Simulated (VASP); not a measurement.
All values below come from rev-vdW-DF2, VASP's PBE PAW potentials (set 64) (plane waves; VASP).

Input for VASP

### INCAR
```
SYSTEM = CaF2
PREC = Accurate
ENCUT = 520
EDIFF = 1E-7
NELM = 100
ALGO = Normal
LREAL = .FALSE.
LASPH = .TRUE.
ISMEAR = 0
SIGMA = 0.05
GGA = MK
PARAM1 = 0.1234568
PARAM2 = 0.7114
ZAB_VDW = -1.8867
LUSE_VDW = .TRUE.
AGGAC = 0.0
LWAVE = .FALSE.
LCHARG = .FALSE.
ISIF = 2
```

**POSCAR**
```
CaF2
2.7331420
  0.0000000000   1.0000001666   1.0000001666
  1.0000001666   0.0000000000   1.0000001666
  1.0000001666   1.0000001666   0.0000000000
Ca F
1 2
Cart
  0.0000000000   0.0000000000   0.0000000000
  0.5000000833   0.5000000833   0.5000000833
  1.5000002499   1.5000002499   1.5000002499
```

### KPOINTS
```
Regular mesh
0
gamma
  7 7 7
```

POTCAR, in this order: Ca_sv F (PBE.64 set). Program: vasp_std.

Q: Estimate the energy per atom (σ→0).

A: 
```json
{
 "energy per atom (σ→0)": "-4.073 eV/atom"
}
```

OSZICAR:
```
...
DAV:   9    -0.122196121497E+02   -0.12084E-02   -0.55191E-03   952   0.553E-01    0.129E-01
DAV:  10    -0.122198065191E+02   -0.19437E-03   -0.37436E-04   640   0.194E-01    0.255E-02
DAV:  11    -0.122198013663E+02    0.51528E-05   -0.54279E-05   864   0.702E-02    0.827E-03
DAV:  12    -0.122198025282E+02   -0.11619E-05   -0.89647E-06   816   0.271E-02    0.316E-03
DAV:  13    -0.122198025101E+02    0.18131E-07   -0.20450E-06   952   0.111E-02    0.276E-03
DAV:  14    -0.122198022808E+02    0.22930E-06   -0.44109E-07   776   0.684E-03    0.456E-04
DAV:  15    -0.122198022847E+02   -0.39113E-08   -0.16950E-08   416   0.133E-03
   1 F= -.12219802E+02 E0= -.12219802E+02  d E =-.101741E-22
```

The compound is CaF2 in the fluorite structure. It was relaxed first.
